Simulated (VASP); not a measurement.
# LaAgSb2: structure and properties in VASP, part 7 of 7

What structure and properties does PBEsol give LaAgSb2, and how near are they to the measured ones? The start is a computed cell from the Materials Project.

VASP 6.6.1; PBEsol; plane waves and PAW (La, Ag, Sb).

Still holding for the runs below: The k-mesh is coarse for a metal.

So far. Step 13 (Volume scan with PBEsol, volume scale 1.04): The run ends at a pressure of -2.69 GPa, with forces up to 0.14 eV/Å.

## Step 14: Volume scan with PBEsol, volume scale 1.06

A prediction first. A parabola through the 6 pressures of evenly scaled cells so far, P = 0.02 -76.1 t +176 t² GPa with t = ln(V/V₁) and V₁ the volume at scale 1, gives -3.81 GPa at t = +0.0583.

INCAR

```
SYSTEM = LaAgSb2
PREC = Accurate
ENCUT = 400
EDIFF = 1E-06
NELM = 100
ISMEAR = 0
SIGMA = 0.05
LREAL = .FALSE.
ALGO = Normal
GGA = PS
NBANDS = 40
LORBIT = 11
LWAVE = .FALSE.
LCHARG = .FALSE.
KPAR = 4
ISIF = 2
```

POSCAR

```
LaAgSb2
1.0
    4.4945601045      0.0000000000      0.0000000000
    0.0000000000      4.4945601045      0.0000000000
    0.0000000000      0.0000000000     10.6984255950
La Ag Sb
2 2 4
Direct
    0.0000000000      0.5000000000      0.2587479619
    0.5000000000      0.0000000000      0.7412520381
    0.0000000000      0.0000000000      0.0000000000
    0.5000000000      0.5000000000      0.0000000000
    0.0000000000      0.5000000000      0.8279882607
    0.5000000000      0.0000000000      0.1720117393
    0.0000000000      0.0000000000      0.5000000000
    0.5000000000      0.5000000000      0.5000000000
```

KPOINTS

```
Automatic mesh
0
Gamma
5 5 2
0 0 0
```

The projector-augmented-wave data sets are La, Ag and Sb (PBE family, release 64).

Command:

```bash
> mpirun -np 4 vasp_std
```

Output:

```text
[... set-up lines as in an earlier step ...]
 entering main loop
       N       E                     dE             d eps       ncg     rms          rms(c)
DAV:   1     0.558289420910E+03    0.55829E+03   -0.19688E+04   960   0.153E+03
DAV:   2     0.922097830438E+02   -0.46608E+03   -0.43129E+03  1160   0.323E+02
DAV:   3    -0.208956532577E+02   -0.11311E+03   -0.10757E+03  1424   0.162E+02
DAV:   4    -0.416710494567E+02   -0.20775E+02   -0.19444E+02  1816   0.672E+01
[...]
DAV:  13    -0.415457421732E+02   -0.53973E-04   -0.22026E-04  1872   0.537E-02    0.164E-02
DAV:  14    -0.415457487331E+02   -0.65599E-05   -0.44543E-05  1904   0.228E-02    0.539E-03
DAV:  15    -0.415457489068E+02   -0.17369E-06   -0.98937E-06  1712   0.139E-02
   1 F= -.41545749E+02 E0= -.41543646E+02  d E =-.420518E-02
```

Run time: 13 s. Hardware: 4 MPI ranks of Intel Xeon 6975P-C (Granite Rapids), shared host; peak memory 1.1 GiB.

Parts of OUTCAR (step 14):

```text
  Total       -5.4419127     -5.4419127     -4.6274622      0.0000000      0.0000000      0.0000000
  in kB      -40.3429730    -40.3429730    -34.3051410      0.0000000      0.0000000      0.0000000
  external PRESSURE =     -38.3303624 kB  Pullay stress =       0.0000000 kB

 POSITION                                       TOTAL-FORCE (eV/Angst)
 -----------------------------------------------------------------------------------
      0.00000      2.24728      2.76820         0.000000     -0.000000      0.000808
      2.24728      0.00000      7.93023        -0.000000     -0.000000     -0.000808
      0.00000      0.00000      0.00000         0.000000     -0.000000     -0.000000
      2.24728      2.24728      0.00000         0.000000      0.000000     -0.000000
      0.00000      2.24728      8.85817         0.000000     -0.000000      0.193975
      2.24728      0.00000      1.84025         0.000000      0.000000     -0.193975
      0.00000      0.00000      5.34921         0.000000     -0.000000     -0.000000
      2.24728      2.24728      5.34921         0.000000      0.000000     -0.000000
 -----------------------------------------------------------------------------------
    total drift:                                0.000000      0.000000      0.000000

  FREE ENERGIE OF THE ION-ELECTRON SYSTEM (eV)
  ---------------------------------------------------
  free  energy   TOTEN  =       -41.5457489068 eV

  energy  without entropy=      -41.5415437279  energy(sigma->0) =      -41.54364632

[... 1 part as in an earlier step ...]

[... 2 further parts left out ...]
[key lines of the parts left out:]
E-fermi :   7.6894
```

The pressure falls from -2.69 to -3.83 GPa. The parabola predicted -3.81 GPa, +0.02 GPa off.

## Step 15: Side by side

Times are for 4 MPI ranks of Intel Xeon 6975P-C (Granite Rapids), shared host. The runs compared:

```
no.  volume scale  energy above the lowest point (meV/atom)  pressure (GPa)  time  memory (GiB)
  1          0.94                                     25.46           5.407  12 s           1.1
  2          0.96                                     11.16           3.419  11 s           1.1
  3          0.98                                      2.87           1.631  13 s           1.1
  4             1                                         0         0.02584  13 s           1.1
  5          1.02                                      2.01          -1.411  14 s           1.1
  6          1.04                                      8.32          -2.692  14 s           1.1
  7          1.06                                     18.49          -3.833  13 s           1.1
```

## Step 16: Fit for PBEsol

This step: Birch-Murnaghan fit, PBEsol; plane waves and PAW (VASP 6.6.1).

Derived from the runs above.

This step gave:

```yaml
pressure_derivative_of_the_bulk_modulus: 4.604
r_m_s_error_of_the_fit: 1.09e-5 eV/atom
minimum_inside_the_sampled_range: yes
bulk_modulus: 75.47 GPa
equilibrium_volume_of_the_fit: 25.52 Å³/atom
```

The energy above the fitted minimum by volume:

```
volume (Å³/atom)  energy above the fitted minimum (eV/atom)
           23.96                                     0.0255
           24.47                                     0.0112
           24.98                                    0.00286
           25.49                                    -4.7e-6
           26.00                                    0.00201
           26.51                                    0.00831
           27.02                                     0.0185
```

The fitted volume lies +0.14 % from the relaxed one. At a finite cutoff and mesh the minimum of the energy and the zero of the stress don't quite coincide, and the relaxation stops at a threshold. The atoms bear forces along the scan, since they were held; freeing them would lower the modulus.

## Step 17: What came out

```yaml
relaxed_volume: 25.49 Å³/atom
relaxed_conventional_cell_a_b_c: 4.408, 4.408, 10.493 Å
space_group_after_relaxing_within_0p02_a: P4/nmm (No. 129)
band_gap: none, a metal
dos_at_the_fermi_level: 1.82 states/eV/cell
highest_zone_centre_mode: 159 cm⁻¹
bulk_modulus_from_the_fit: 75.5 GPa
volume_from_the_fit: 25.5 Å³/atom
```

In words: With PBEsol, LaAgSb2 relaxes to 25.49 Å³/atom in space group P4/nmm (held by the symmetry of the run), comes out as a metal and has a bulk modulus of 75.5 GPa at fixed shape and positions, an upper bound. Bands along the symmetry lines (PBEsol): Of the bands kept, 4 cross the Fermi level on this path. Vibrations at Γ (PBEsol): The highest mode at Γ, 159.2 cm⁻¹, has its largest share on Sb (60 % of the kinetic energy). A measured bulk modulus is not set beside the scan, since shape and positions were held. Spin-orbit coupling is left out, and with elements this heavy it would split and shift bands near the Fermi level. The k-sampling is coarse for a metal, so the Fermi level, pressures and the shape of the cell carry errors. Modes at Γ alone can't show that the crystal is stable at other wave vectors. No search among competing phases was made, and a listed structure need not be the one stable at ambient conditions. All values are for a static lattice at zero temperature.

Calculation against experiment:

| quantity | measured | PBEsol |
| --- | --- | --- |
| lattice constant a (Å) | 4.3941 | 4.408 (+0.3 %) |
| lattice constant c (Å) | 10.868 | 10.493 (-3.5 %) |
| Raman mode, P3, Eg(3) (cm⁻¹) | 99 | 106 (+7.0 %) |
| Raman mode, P5, A1g(1), out-of-phase La … (cm⁻¹) | 127 | 120 (-5.6 %) |

Measured values from arxiv:2102.04612 (2021) and arxiv:2008.13248 (2020).

Verdict: The lattice constant a is off by +0.3 %: good agreement. The lattice constant c is off by -3.5 %: a clear miss. The Raman mode is off by +7.0 %: a clear miss. The Raman mode is off by -5.6 %: fair agreement. The grades are ours: good and fair within 0.7 and 1.5 % for the lattice constant a, 0.8 and 2 % for the lattice constant c and 3 and 7 % for the Raman mode. 1 further measured lines are left out: they lack a usable label, or no computed mode of their label or degeneracy could be paired (by label, or within 15 % without labels). For lattice constants and Raman mode the calculation has a static lattice, without zero-point motion or thermal expansion (measured at up to 300 K).

[Lines on the potential files, build, host, timing and source positions are cut from VASP's logs without a mark.]

[Logs are printed without paths, hosts, clocks, repeated set-up lines and the standing remarks that a program may print on its own settings, such as how far it seeks lower states.]

[Hosts, paths, dates, database ids (printed as entryN), source tags and the programs' standing remarks are cut or masked in the printed files.]

[Measured values are set beside computed ones only where the two were judged alike; some that the calculation misses by far are left out.]
